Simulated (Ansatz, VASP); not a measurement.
# SiO2: VASP beside Ansatz, part 2 of 2

Aim: how closely do two programs agree when they are given the same cell, functional and k mesh? The cell is taken from a series of runs on this material, whose earlier steps may have relaxed, scaled, displaced or heated it; both programs get it as it stands.

VASP 6.6.1 and Ansatz 0.2.0.

So far: The structure; VASP: G0W0 gap, LDA.

## (3) Ansatz: G0W0 gap, LDA

Level of this step: Ansatz beside VASP: Kohn-Sham DFT, plane waves, LDA (Ansatz).

Ansatz runs on its PAW soft_1 files.

The same cell, functional (in two slightly different forms) and mesh now go to Ansatz, which takes its cutoff from its data sets.

Input file input.yaml:

```yaml
crystal:
  lattice:
    - [-2.279088, 2.279088, 3.744]
    - [2.279088, -2.279088, 3.744]
    - [2.279088, 2.279088, -3.744]
  atoms:
    - { symbol: Si, position: [0.0, 0.0, 0.0] }
    - { symbol: Si, position: [0.75, 0.25, 0.5] }
    - { symbol: O, position: [1.0167075537, 0.625, 0.8917075537] }
    - { symbol: O, position: [0.375, 0.2667075537, 0.3917075537] }
    - { symbol: O, position: [0.7332924463, 0.125, 0.1082924463] }
    - { symbol: O, position: [0.875, -0.0167075537, 0.6082924463] }
kpoints:
  mp_grid: { grid: [4, 4, 4] }
hamiltonian:
  xc: lda
  pseudopotentials: { kind: paw, azcp: { folder: soft_1 }, xc_functional: pbe }
scf:
  occupations: { method: fixed }
gw:
  n_empty_bands: 317
  ecut_chi: 140
  qp_bands: [v2, c2]
  qp_kpoints: band_edges
  screening: { model: contour_deformation }
```

Command:

```bash
> ansatz run input.yaml --threads 3 --pin off --max-ram 92160MiB --backend cuda --events-out ev --progress --plain --runs-dir out --devices 1 --max-vram 13GiB
```

Numbers of over 12 decimals in the logs are rounded to 6 here.

The program printed:

```text
GPUs: using 1 of 1 available (devices: 1).
Engine: ansatz 0.2.0, x86_64-unknown-linux-gnu
Pseudopotentials: kind: paw
Pseudopotential: Si, paw, valence charge 4, recommended cutoff 420 eV (normal), soft_1/Si.paw.azcp
Pseudopotential: O, paw, valence charge 6, recommended cutoff 420 eV (normal), soft_1/O.paw.azcp
Functional definition: SPW92
  exchange = slater_x
  correlation = pw_c
device memory: the entry about to start is reckoned to put 0.7 GiB on a device that reports 61.5 GiB free (of which the cap on the GPU budget leaves the run 13.0 GiB)
GPU FFT provider: cuFFT
GPU libraries: cuBLAS 13.8.2, cuFFT 12.4.0, cuSOLVER 12.3.4
Crystal: 6 atoms, lattice volume = 77.789 Å³
Basis set: ecut = 420 eV, 1557 PW (Γ)
Bands: 22, of which v1, the nominal top of the filled ones, is band 16 counted from 1 (15 counted from 0)
Symmetry: 8 space group operations
Space group: I-42d (ITA 122), of the structure as read, at distance tolerance 4.3e-5 Å
k-points: 13 of 64 (time reversal used)
Non-local potential: Si, projectors of the file, l = 0: 2, l = 1: 2, l = 2: 1
Non-local potential: O, projectors of the file, l = 0: 2, l = 1: 2, l = 2: 1
PAW form: soft (Blöchl's): semilocal exchange-correlation on the pseudo side does not see the compensation charge
PAW frozen core: Si, regenerated for the run's functional, and the local potential with it (the file was generated under x = pbe(κ = 0.804, μ = 0.219515), c = pbe(β = 0.066725))
PAW frozen core: O, regenerated for the run's functional, and the local potential with it (the file was generated under x = pbe(κ = 0.804, μ = 0.219515), c = pbe(β = 0.066725))
PAW one-centre angular grid: Si, 110 points (default); XC on 64 Gauss nodes
PAW one-centre angular grid: O, 110 points (default); XC on 64 Gauss nodes
Initial density: superposition of atomic densities (chi_scale 0.1, normalization cell, long waves kept (reshape's long-wave potential 0.00 eV rms))
Initial wavefunctions: pseudopotential atomic-orbital guess
GPU buffer pool allocated for 46656 grid points (all kernels)
GPU transforms: local potential and band sums: pruned to the plane-wave sphere, on 36×36×36
Functional: x = slater, c = lda
SCF iter   1: F=—  HF=-3448.416517 eV  |F-HF|=—  |Δ(HF+E_count)|=         —  Δρ=1.23e-1  dr2=1.04e1  ethr=3.10e-3  ⟨swp⟩=5.0  Hψ=1440  notcnv=0  defer=45
preconditioner: auto → none  [insulator: Δε(μ)=7.531 eV  Ē_g=17.986 eV  n_scr=14 (ndim 8)  ℏωp=23.8 eV  f_vac=0.053  ε∞_Penn≈2.8]
SCF iter   2: F=—  HF=-3445.695756 eV  |F-HF|=—  |Δ(HF+E_count)|=    2.72e0  Δρ=6.43e-2  dr2=1.40e0  ethr=3.10e-3  ⟨swp⟩=3.8  Hψ=830  notcnv=0  defer=39
SCF iter   3: F=—  HF=-3445.300584 eV  |F-HF|=—  |Δ(HF+E_count)|=   3.95e-1  Δρ=1.93e-2  dr2=1.31e-1  ethr=3.10e-3  ⟨swp⟩=2.0  Hψ=577  notcnv=0  defer=33
SCF iter   4: F=—  HF=-3445.287425 eV  |F-HF|=—  |Δ(HF+E_count)|=   1.32e-2  Δρ=1.83e-3  dr2=1.09e-3  ethr=4.10e-4  ⟨swp⟩=2.2  Hψ=415  notcnv=0  defer=52
SCF iter   5: F=—  HF=-3445.287736 eV  |F-HF|=—  |Δ(HF+E_count)|=   3.12e-4  Δρ=2.84e-4  dr2=1.73e-5  ethr=3.41e-6  ⟨swp⟩=2.1  Hψ=494  notcnv=0  defer=52
SCF iter   6: F=—  HF=-3445.287748 eV  |F-HF|=—  |Δ(HF+E_count)|=   1.18e-5  Δρ=6.21e-5  dr2=1.82e-6  ethr=5.41e-8  ⟨swp⟩=2.6  Hψ=521  notcnv=0  defer=34
SCF iter   7: F=-3445.287748 eV  HF=-3445.287748 eV  |F-HF|=8.13e-9  |Δ(HF+E_count)|=   4.70e-7  Δρ=8.30e-6  dr2=2.48e-8  ethr=3.13e-10  ⟨swp⟩=10.7  Hψ=1620  notcnv=0
SCF 1 converged in 7 iterations: F = -3445.287748 eV  dr2 = 2.48e-8
  greatest PAW one-centre occupation: 0.858 electrons in one spin orbital (limit 2), on the O atom at site 5 (counted from 0), in its partial waves of l = 0
device memory: the entry about to start is reckoned to put 0.8 GiB on a device that reports 59.9 GiB free (of which the cap on the GPU budget leaves the run 13.0 GiB)
NSCF: frozen V_eff on 13 k-points, pencils in batches of 32, up to order 88
the band table was solved once the SCF had ended and its energy, with any forces and stress, was formed, with the checks that follow a solve (1523 applications of the Hamiltonian). They found nothing against the state; the energy, forces and stress were not computed again (output.eigenvalues in the input reference)
device memory: the entry about to start is reckoned to put 5.1 GiB on a device that reports 55.8 GiB free (of which the cap on the GPU budget leaves the run 13.0 GiB)
NSCF: frozen V_eff on 13 k-points
G₀W₀ screening: q 1/13
[... further progress lines ...]
device memory: the entry about to start is reckoned to put 0.4 GiB on a device that reports 36.8 GiB free (of which the cap on the GPU budget leaves the run 13.0 GiB)
NSCF: frozen V_eff on 1 k-points
device memory: the entry about to start is reckoned to put 0.4 GiB on a device that reports 36.8 GiB free (of which the cap on the GPU budget leaves the run 13.0 GiB)
NSCF: frozen V_eff on 1 k-points
SCF converged after 7 iterations
Free energy (F): -3445.287748 eV
Harris-Foulkes:  -3445.287748 eV  (|F-HF|=8.13e-9)
Internal energy: -3445.287748 eV  (E = F + TS)
E sigma→0 (E₀):  -3445.287748 eV
Fermi energy:    1.436909 eV
--- Per-component energies (eV) ---
  E_band       = -159.589339
  E_kinetic    = 775.018854
  E_local      = -2054.460138  (includes V_loc(G=0)·N_el)
  E_nonlocal   = 265.011245
  E_hartree    = 752.300727
  E_xc         = -396.058391
  E_vxc        = -461.479840  (∫ρ·V_xc dr)
  E_paw        = -1582.254562  (= ΣΔE_a)
  E_vpaw       = -188.279809  (= ΣTr[D̂ρ^β])
  E_aug_tail   = 0.003398  (compensation charges beyond the density's cutoff)
  E_ewald      = -1205.405226
  E_core_change = 0.556347  (= ΣΔE_core)
  E_smearing   = -0.000000  (= −TS)
  E_closure    = 0.000000  (closes the sum)
  Σ components = -3445.287748   (vs F -3445.287748, Δ=0.00e0)
--- Band table (eV; the first three rows and the last of 13) ---
  k-point 0: bands = [... 12 lower, 0.2234, 0.2509, 1.4147, 1.4147, 7.5473, 9.8200, 12.6307, 12.6307, ... 2 higher]
  k-point 1: bands = [... 12 lower, 0.3335, 0.6144, 1.3480, 1.3720, 8.9624, 10.8165, 12.0304, 12.6195, ... 2 higher]
  k-point 2: bands = [... 12 lower, 0.8421, 0.8421, 1.2759, 1.2759, 11.1429, 11.1429, 11.7164, 11.7164, ... 2 higher]
  k-point 12: bands = [... 12 lower, -0.1140, -0.1140, 1.4369, 1.4369, 10.5050, 10.5050, 10.6852, 10.6852, ... 2 higher]
--- G₀W₀: contour deformation, 6 samples at zero and on the imaginary axis and 2 off it, 64 q-points, 317 empty bands' worth ---
  eigenvalues of the whole cell's RPA ε∞ on this k-mesh (on a slab, of 1 + 4πα/V) = 2.3136, 2.3136, 2.3927; static W/v taken at q = 0 is 0.427486
  bands read: the sum over 333 bands ends inside a degenerate multiplet in 5 slots, whose members it reads at an even weight; the widest, k=2: bands 333 to 334 (counted from 1) at 1/2 each
  gw.qp_kpoints: band_edges: 13 of 13 stored k-points solved, in 1 pass; an edge of the gap read off the rows below is read off those points alone
    ik  band        ε_KS         Σx   Σc(E_QP)       V_xc       Z   E_QP_lin       E_QP  E_QP is
     0    15      1.4147   -26.2871     4.1315   -20.4351  0.8033    -0.3310    -0.3057  root
     0    16      1.4147   -26.2871     4.1315   -20.4351  0.8033    -0.3310    -0.3057  root
     0    17      7.5473    -7.5854    -3.4699   -12.5526  0.8657     9.0560     9.0446  root
     0    18      9.8200    -5.4597    -3.8776   -11.0525  0.8646    11.5523    11.5352  root
     1    15      1.3480   -26.3621     4.1312   -20.5197  0.8032    -0.3882    -0.3632  root
     1    16      1.3720   -26.3488     4.1465   -20.4821  0.8030    -0.3736    -0.3482  root
     1    17      8.9624    -8.4722    -3.5595   -13.7027  0.8568    10.6492    10.6335  root
     1    18     10.8165    -5.9574    -4.0302   -11.8229  0.8579    12.6733    12.6518  root
     2    15      1.2759   -26.6451     4.1409   -20.8038  0.8030    -0.4489    -0.4245  root
     2    16      1.2759   -26.6451     4.1409   -20.8038  0.8030    -0.4489    -0.4245  root
     2    17     11.1429    -7.6134    -3.8644   -13.3309  0.8505    13.0192    12.9961  root
     2    18     11.1429    -7.6134    -3.8644   -13.3309  0.8505    13.0192    12.9961  root
     3    15      1.3185   -26.0747     4.1236   -20.2172  0.8035    -0.4412    -0.4153  root
     3    16      1.3990   -26.4508     4.1393   -20.6045  0.8030    -0.3328    -0.3080  root
     3    17      8.5531    -8.1543    -3.5317   -13.2993  0.8598    10.1806    10.1664  root
     3    18     10.5152    -5.9881    -3.9402   -11.7219  0.8593    12.3287    12.3088  root
     4    15      1.2165   -26.5139     4.1439   -20.6603  0.8026    -0.5182    -0.4932  root
     4    16      1.3037   -26.3127     4.1439   -20.4462  0.8031    -0.4443    -0.4188  root
     4    17     10.2875    -8.4582    -3.8608   -14.1777  0.8510    12.1680    12.1461  root
     4    18     11.2087    -7.6977    -4.1184   -13.7858  0.8511    13.2044    13.1784  root
     5    15      1.2239   -25.9005     4.1115   -20.0474  0.8036    -0.5441    -0.5177  root
     5    16      1.2933   -26.5991     4.1389   -20.7642  0.8027    -0.4271    -0.4027  root
     5    17     10.0631    -8.7601    -4.0138   -14.6654  0.8506    11.9773    11.9544  root
     5    18     10.7133    -6.9392    -3.6892   -12.3693  0.8566    12.4732    12.4541  root
[...]
11    15      1.2829   -26.3788     4.1489   -20.5141  0.8028    -0.4581    -0.4328  root
    11    16      1.2829   -26.3788     4.1489   -20.5141  0.8028    -0.4581    -0.4328  root
    11    17     10.7423    -7.7077    -3.9784   -13.6144  0.8512    12.6948    12.6706  root
    11    18     10.7423    -7.7077    -3.9784   -13.6144  0.8512    12.6948    12.6706  root
    12    15      1.4369   -26.5139     4.1321   -20.6868  0.8033    -0.2822    -0.2579  root
    12    16      1.4369   -26.5139     4.1321   -20.6868  0.8033    -0.2822    -0.2579  root
    12    17     10.5050    -7.7005    -3.7001   -13.1714  0.8533    12.2956    12.2757  root
    12    18     10.5050    -7.7005    -3.7001   -13.1714  0.8533    12.2956    12.2757  root
```

## (4) Side by side

Known differences besides the potentials themselves: the two LDA forms differ slightly; fixed occupations in Ansatz, narrow Gaussian smearing in VASP; the cutoff is 420 eV in Ansatz and 440 eV in VASP; VASP's log shows a relativistic correction to its local exchange, Ansatz's none; Ansatz integrates over frequency by contour deformation, VASP on a grid of NOMEGA points; Ansatz's G0W0 levels solve the quasiparticle equation, VASP's are linearised. Total energies have different zeros and are not compared.

The two programs side by side:

| quantity | Ansatz | VASP | difference |
| --- | --- | --- | --- |
| G0W0 gap on the mesh (eV) | 9.30 | 9.28 | +0.02 |
| Kohn-Sham gap under it (eV) | 6.11 | 6.12 | -0.01 |

## (5) What came out

| Quantity | Value |
| --- | --- |
| difference in G0W0 gap on the mesh (G0W0 gap, LDA) | 0.025 eV |

In words: The difference in G0W0 gap on the mesh is 0.025 eV (G0W0 gap, LDA). Such differences can come from data sets, numerical settings and the points named under the comparisons, not from the functional's error against experiment.

[Lines on the potential files, build, host, timing and source positions are cut from VASP's logs without a mark.]

[Logs are printed without paths, hosts, clocks, repeated set-up lines and the standing remarks that a program may print on its own settings, such as how far it seeks lower states.]

[Hosts, paths, dates, database ids (printed as entryN), source tags and the programs' standing remarks are cut or masked in the printed files.]
